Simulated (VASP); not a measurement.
OSZICAR of a VASP run on InP (zinc blende):

OSZICAR:
```
       N       E                     dE             d eps       ncg     rms          rms(c)
DAV:   1    -0.104919783383E+02   -0.10492E+02   -0.33988E-01   537   0.645E+00    0.375E+00
DAV:   2    -0.104963595002E+02   -0.43812E-02   -0.23777E-02   575   0.133E+00    0.331E+00
DAV:   3    -0.104962274095E+02    0.13209E-03   -0.16518E-03   511   0.421E-01    0.218E+00
DAV:   4    -0.104961903351E+02    0.37074E-04   -0.19969E-04   501   0.116E-01    0.136E+00
DAV:   5    -0.104961595336E+02    0.30802E-04   -0.20414E-05   631   0.467E-02    0.855E-01
DAV:   6    -0.104961493975E+02    0.10136E-04   -0.68347E-06   549   0.273E-02    0.516E-01
DAV:   7    -0.104961469457E+02    0.24519E-05   -0.23121E-06   442   0.167E-02    0.310E-01
DAV:   8    -0.104961463919E+02    0.55378E-06   -0.53578E-07   283   0.954E-03
   1 F= -.10496146E+02 E0= -.10496146E+02  d E =-.216631E-17
       N       E                     dE             ncg
```

Q: Which electronic solver shows in the log?

A: It is blocked Davidson (ALGO = Normal, or the opening steps of other solvers). The INCAR had ALGO = Normal.

Q: Can the final energy be trusted as converged?

A: The run converged. It stopped with EDIFF = 1E-6, NELM = 60 (HSEsol screened hybrid, plane waves, VASP's PBE PAW potentials (set 64)).

The compound is InP in the zinc blende structure. It was relaxed first. The cell's shape comes from a PBE relaxation.
